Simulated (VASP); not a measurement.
```xyz
2
Lattice="0.0000 2.2596 2.2596 2.2596 0.0000 2.2596 2.2596 2.2596 0.0000" Properties=species:S:1:pos:R:3 pbc="T T T"
B      0.0000     0.0000     0.0000
P      1.1298     1.1298     1.1298
```

Calculation: AM05 GGA, VASP's PBE PAW potentials (set 64) (plane waves; VASP 6.6.1). Numerical set-up: 520 eV cut-off, Gaussian smearing of 0.050 eV, potentials B P.

Question: Predict the band gap (along the path) with the smallest direct gap where there is one.

Answer: 
```json
{
  "band gap (along the path)": "1.12 eV",
  "smallest direct gap (along the path)": "3.34 eV"
}
```

Total energies compare only between runs with the same potentials, cut-off and functional.

The compound is BP in the zinc blende structure. It was relaxed first.
